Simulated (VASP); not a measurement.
```yaml
crystal:
  lattice:
    - [3.46615, 0.00000, 0.00000]
    - [0.00000, 3.46615, 0.00000]
    - [0.00000, 0.00000, 3.46615]
  atoms:
    - { symbol: Si, position: [0.00000, 0.00000, 0.00000] }
    - { symbol: Ni, position: [0.00000, 0.50000, 0.50000] }
    - { symbol: Ni, position: [0.50000, 0.00000, 0.50000] }
    - { symbol: Ni, position: [0.50000, 0.50000, 0.00000] }
```

Method: r2SCAN meta-GGA, VASP's PBE PAW potentials (set 64) (plane waves; VASP). Numerical set-up: 520 eV cut-off, 10×10×10 Γ-centred mesh, tetrahedra with Blöchl corrections, potentials Si Ni.

Give the energies of bands 7 to 20 at the high-symmetry points, in eV from the Fermi level.

```
band      Γ      X      M      R
----  -----  -----  -----  -----
7     -3.82  -3.15  -2.91  -4.09
8     -1.67  -2.34  -2.91  -2.37
9     -1.67  -2.34  -2.24  -2.37
10    -1.67  -2.24  -2.24  -2.37
11    -0.99  -2.11  -1.67  -1.62
12    -0.99  -1.45  -1.59  -1.62
13    -0.99  -1.39  -1.59  -1.62
14    -0.73  -1.39  -1.58  -1.35
15    -0.73  -1.26  -1.20  -1.35
16    -0.35  -0.66  -1.09  -0.50
17     0.07   0.07  -0.98  -0.21
18     0.07   3.92   0.70  -0.21
19     0.07   3.92   0.70  -0.21
20     5.62   5.59   6.09   1.54
```

It has no gap at this level: it comes out as a metal or semimetal.

The compound is Ni3Si in the L1_2 structure. It was relaxed first. The run is not spin-polarised, so no magnetic state was tried.
